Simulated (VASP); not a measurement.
Here is the system:

```
CELL_PARAMETERS angstrom
      6.41435     0.00000     0.00867
      0.00000     7.94714     0.00000
     -1.42004     0.00000     5.70272
ATOMIC_POSITIONS crystal
  Si 0.11678 0.36471 0.61284
  Si 0.88322 0.63529 0.38716
  Si 0.88322 0.86471 0.88716
  Si 0.11678 0.13529 0.11284
  S  0.22132 0.60342 0.51428
  S  0.77868 0.39658 0.48572
  S  0.77868 0.10342 0.98572
  S  0.22132 0.89658 0.01428
  S  0.24209 0.14594 0.48451
  S  0.75791 0.85406 0.51549
  S  0.75791 0.64594 0.01549
  S  0.24209 0.35406 0.98451
```

Computed with r2SCAN meta-GGA, VASP's PBE PAW potentials (set 64) (plane waves; VASP). Numerical set-up: 400 eV cut-off, 4×3×5 Γ-centred mesh, tetrahedra with Blöchl corrections, potentials Si S.

**Question.** Give the energies of bands 25 to 38 at the high-symmetry points, in eV from the valence-band maximum.

**Answer.** 
| band | Γ | Z | D | B | A | E | C2 | Y2 |
|---|---|---|---|---|---|---|---|---|
| 25 | -1.23 | -1.21 | -1.15 | -1.46 | -1.53 | -1.11 | -1.40 | -1.54 |
| 26 | -0.83 | -1.21 | -1.15 | -1.46 | -1.53 | -1.11 | -1.40 | -0.97 |
| 27 | -0.60 | -0.68 | -0.89 | -0.52 | -0.72 | -0.78 | -0.75 | -0.93 |
| 28 | -0.56 | -0.68 | -0.89 | -0.52 | -0.72 | -0.78 | -0.75 | -0.78 |
| 29 | -0.32 | -0.57 | -0.36 | -0.36 | -0.22 | -0.34 | -0.71 | -0.47 |
| 30 | -0.28 | -0.57 | -0.36 | -0.36 | -0.22 | -0.34 | -0.71 | -0.37 |
| 31 | -0.22 | -0.20 | -0.08 | -0.26 | -0.15 | -0.02 | -0.27 | -0.37 |
| 32 | -0.21 | -0.20 | -0.08 | -0.26 | -0.15 | -0.02 | -0.27 | -0.19 |
| 33 | 3.64 | 4.22 | 4.60 | 3.85 | 3.83 | 4.29 | 4.61 | 3.90 |
| 34 | 4.52 | 4.22 | 4.60 | 3.85 | 3.83 | 4.29 | 4.61 | 4.44 |
| 35 | 4.56 | 4.95 | 4.69 | 4.78 | 4.07 | 4.59 | 4.85 | 4.56 |
| 36 | 4.68 | 4.95 | 4.69 | 4.78 | 4.07 | 4.59 | 4.85 | 5.02 |
| 37 | 4.81 | 5.56 | 5.10 | 5.37 | 5.04 | 4.68 | 5.62 | 5.18 |
| 38 | 5.49 | 5.56 | 5.10 | 5.37 | 5.04 | 4.68 | 5.62 | 5.45 |

The gap is indirect, 3.64 eV, from the valence maximum at (0.50, 0.33, 0.40) to the conduction minimum at Γ.

The structure comes from a computed database's SiS2 entry (P2_1/c); how it stands against other phases isn't given here. It was relaxed first.
